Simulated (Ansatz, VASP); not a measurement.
# Ga37O57 (partly crystallised Ga2O3): VASP beside Ansatz, part 2 of 2

One calculation is typed for both programs; each brings its own data sets. How far apart do they land? The structure shown is the start of the Ansatz relaxation below; VASP solves that cell, so the two are compared at the walk's first step.

VASP 6.6.1 and Ansatz 0.2.0.

So far: Set-up; Ansatz: relaxation, PBE.

## Step 3: VASP: single point, PBE, start cell

Level of this step: PBE, spin-polarised from a ferromagnetic start; plane waves and PAW (Ga_d, O) (VASP).

The same cell, functional, mesh and smearing now go to VASP, with its own data sets.

Lines of VASP's logs that name or quote its potential files are left out, and so is its time.

INCAR reads:

```
SYSTEM = Ga37O57
PREC = Accurate
ENCUT = 520
EDIFF = 1E-06
NELM = 200
ISMEAR = -1
SIGMA = 0.025
LREAL = Auto
ALGO = Normal
GGA = PE
NBANDS = 480
ISPIN = 2
MAGMOM = -0 -0 -0 -0 -0 0 0 0 -0 -0 -0 -0 -0 -0 0 0 0 -0 -0 -0 -0 0 -0 -0 -0 0 0 -0 0 0 0 -0 -0 0 -0 0 -0 0.03 0.01 0 0.04 0 0 0.03 0 0.01 0.01 0.08 0.01 0 0.04 0.01 0 0 0.01 0 0 0.15 0.01 0.02 0 0.16 0.01 0 0 0.01 0.01 0.01 0.09 0 0.01 0 0 0.39 0.71 0.01 -0 0.02 0.01 0 0 0.02 0 0.03 0 0 0 0.01 0.6 0.01 0 0.01 0 0.05
LORBIT = 11
LWAVE = .FALSE.
LCHARG = .FALSE.
ISIF = 2
LASPH = .TRUE.
GGA_COMPAT = .FALSE.
NCORE = 2
```

POSCAR reads:

```
Ga37O57
1.0
   10.2635000000      0.0000000000      0.0000000000
    0.0000000000     10.2635000000      0.0000000000
    0.0000000000      0.0000000000     10.2635000000
Ga O
37 57
Direct
    0.3038437180      0.3980026307      0.8667413650
    0.5338627174      0.7896916257      0.1342719345
    0.9266527013      0.9745116188      0.8023286403
[... 1 atom line left out ...]
    0.8141861938      0.9176596678      0.1205047011
    0.0649875773      0.4731524334      0.0299410532
[... 2 atom lines left out ...]
    0.1247527647      0.5596141667      0.3699420276
[... 3 atom lines left out ...]
    0.2710673747      0.8398304672      0.3169971257
[... 3 atom lines left out ...]
    0.6981146782      0.4607590003      0.1587762459
    0.1429531836      0.0207531544      0.0324548156
    0.3137818483      0.6037706435      0.1079846056
[... 3 atom lines left out ...]
    0.0498173138      0.5127880353      0.7045257466
    0.8991474643      0.2021727481      0.0748964778
    0.8424026891      0.7030447703      0.3532030984
[... 1 atom line left out ...]
    0.8801578409      0.7058118576      0.8621328007
[... 1 atom line left out ...]
    0.0828567253      0.7947483802      0.5494227116
[... 2 atom lines left out ...]
    0.0435036781      0.0602620938      0.3375261850
[... 2 atom lines left out ...]
    0.3125736834      0.7865055780      0.8694694792
[... 2 atom lines left out ...]
    0.9921566717      0.6652701320      0.4493106640
    0.6335752911      0.7560578750      0.2968383105
[... 4 atom lines left out ...]
    0.7973595752      0.8484824865      0.4758902908
[... 3 atom lines left out ...]
    0.1246845618      0.9170848151      0.4089443172
    0.2344814147      0.6938081551      0.4546012569
[... 1 atom line left out ...]
    0.9719686267      0.8540069177      0.9491596434
    0.9928679300      0.0638086423      0.1550640620
[... 2 atom lines left out ...]
    0.1280362449      0.5933063770      0.1851804940
    0.2733960150      0.4110780923      0.3246845618
    0.6974716227      0.0058751888      0.2501096117
    0.7855117650      0.0436011107      0.9874701613
[... 1 atom line left out ...]
    0.4789886491      0.6441467336      0.0324353291
[... 1 atom line left out ...]
    0.6980075023      0.7973108589      0.0311589614
[... 3 atom lines left out ...]
    0.9931309982      0.6797583670      0.7149900132
[... 1 atom line left out ...]
    0.2715837677      0.9707799484      0.8831879963
    0.9434013738      0.6035368052      0.0008086910
    0.0538607687      0.1031714327      0.8745554635
    0.8302041214      0.5220831101      0.2688946266
    0.3817995810      0.7186242510      0.2358259853
    0.0449554246      0.3217908121      0.1286598139
    0.2120037024      0.6824085351      0.9700394602
    0.1791396697      0.8784235397      0.1459151362
    0.2977054611      0.7682661860      0.6855945827
[... 1 atom line left out ...]
    0.0623763823      0.9302869392      0.6740293272
    0.7799483607      0.8532664296      0.7755931213
[... 1 atom line left out ...]
    0.0369172310      0.3995323233      0.4123739465
[... 6 atom lines left out ...]
    0.1163833000      0.4192429483      0.8547571491
    0.9151459054      0.7998830808      0.2129975155
[... 2 atom lines left out ...]
    0.2859648268      0.4255370975      0.0521264676
[... 1 atom line left out ...]
    0.2706386710      0.1475032884      0.0782579042
```

KPOINTS reads:

```
Automatic mesh
0
Gamma
1 1 1
0 0 0
```

The projector-augmented-wave data sets are Ga_d and O (PBE family, release 64).

The run is started by

```
mpirun -np 8 vasp_gam
```

Numbers of over 12 decimals in the logs are rounded to 6 here.

Log:

```text
[banner, memory and clock lines left out]
running    8 mpi-ranks, on    1 nodes
[...]
LDA part: xc-table for (Slater+PW92), standard interpolation
 POSCAR, INCAR and KPOINTS ok, starting setup
[...]
entering main loop
       N       E                     dE             d eps       ncg     rms          rms(c)
DAV:   1     0.238522472142E+05    0.23852E+05   -0.28901E+05  1944   0.356E+03
DAV:   2     0.570073451503E+04   -0.18152E+05   -0.17273E+05  1920   0.105E+03
DAV:   3     0.271213508295E+03   -0.54295E+04   -0.51218E+04  2416   0.389E+02
DAV:   4    -0.539415414332E+03   -0.81063E+03   -0.78377E+03  2216   0.156E+02
[...]
DAV:  40    -0.542863329976E+03   -0.46127E-05   -0.30460E-05  2384   0.180E-02    0.222E-02
DAV:  41    -0.542863330987E+03   -0.10104E-05   -0.34473E-05  2216   0.130E-02    0.167E-02
DAV:  42    -0.542863331756E+03   -0.76923E-06   -0.68090E-06  1808   0.738E-03
   1 F= -.54286333E+03 E0= -.54285767E+03  d E =-.113285E-01  mag=     2.9991
```

Parts of OUTCAR (step 3):

```text
  FREE ENERGIE OF THE ION-ELECTRON SYSTEM (eV)
  ---------------------------------------------------
  free  energy   TOTEN  =      -542.8633317558 eV

  energy  without entropy=     -542.8520032928  energy(sigma->0) =     -542.85766752

 magnetization (x)
# of ion       s       p       d       tot
------------------------------------------
    1       -0.000  -0.000   0.000  -0.001
    2       -0.000  -0.000   0.000  -0.001
    3       -0.003  -0.000   0.005   0.002
    4       -0.000  -0.000   0.000  -0.000
    5       -0.006  -0.009   0.005  -0.011
    6       -0.004  -0.003   0.003  -0.005
    7       -0.000   0.000   0.000   0.000
    8       -0.000  -0.000   0.000  -0.000
    9       -0.002  -0.001   0.002  -0.002
   10       -0.000  -0.000   0.000  -0.000
   11       -0.000  -0.000   0.000  -0.001
   12       -0.000  -0.000   0.000  -0.000
   13       -0.004  -0.005   0.001  -0.007
[...]
--------------------------------------------------
tot         -0.014   2.449   0.037   2.473

[... 2 further parts left out ...]
[key lines of the parts left out:]
E-fermi :   3.3122
```

The run ends at a pressure of -2.54 GPa, with forces up to 1.6 eV/Å.

## Step 4: Side by side

Known differences besides the potentials themselves: VASP starts from the moments at which Ansatz ended; the cutoff is 420 eV in Ansatz and 520 eV in VASP (PREC = Accurate, projectors in real space). Total energies have different zeros and are not compared.

Forces on 9 of the 94 atoms, those with the largest forces and the largest differences (eV/Å; atoms numbered as in POSCAR):

| atom | Ansatz x, y, z | VASP x, y, z |
| --- | --- | --- |
| Ga6 | 0.090, 1.457, 0.597 | 0.083, 1.469, 0.610 |
| Ga19 | -1.002, 0.380, 0.210 | -0.991, 0.362, 0.233 |
| Ga27 | 0.556, 0.131, 0.872 | 0.529, 0.104, 0.895 |
| O51 | -0.652, 0.615, -0.534 | -0.616, 0.632, -0.475 |
| O55 | 0.633, -1.020, 0.365 | 0.613, -1.002, 0.351 |
| O62 | -0.018, 0.059, 0.041 | 0.010, -0.003, 0.025 |
| O69 | -1.044, -0.564, -0.654 | -1.062, -0.564, -0.628 |
| O74 | 0.802, 0.347, -0.260 | 0.752, 0.343, -0.271 |
| O90 | 0.013, -0.005, -0.007 | -0.042, 0.013, 0.016 |

The forces differ by 19 meV/Å r.m.s., which is 8.6 % of the r.m.s. force of 0.227 eV/Å (both taken over all components). Moments aren't recorded for both runs of this pair, so they may hold unlike magnetic states.

## Step 5: Results

| Property | Result |
| --- | --- |
| r.m.s. force difference (single point, PBE, start cell) | 8.6 % of the r.m.s. force |

What this shows: The r.m.s. force difference is 8.6 % of the r.m.s. force (single point, PBE, start cell), beyond the 3 % picked in this series as the mark of a large difference. What causes the difference of the single point, PBE, start cell pair stays open here. 1 further run of this series is not shown here. Such differences can come from data sets, numerical settings and the points named under the comparisons, not from the functional's error against experiment.

[Lines on the potential files, build, host, timing and source positions are cut from VASP's logs without a mark.]

[Logs are printed without paths, hosts, clocks, repeated set-up lines and the standing remarks that a program may print on its own settings, such as how far it seeks lower states.]

[Hosts, paths, dates, database ids (printed as entryN), source tags and the programs' standing remarks are cut or masked in the printed files.]
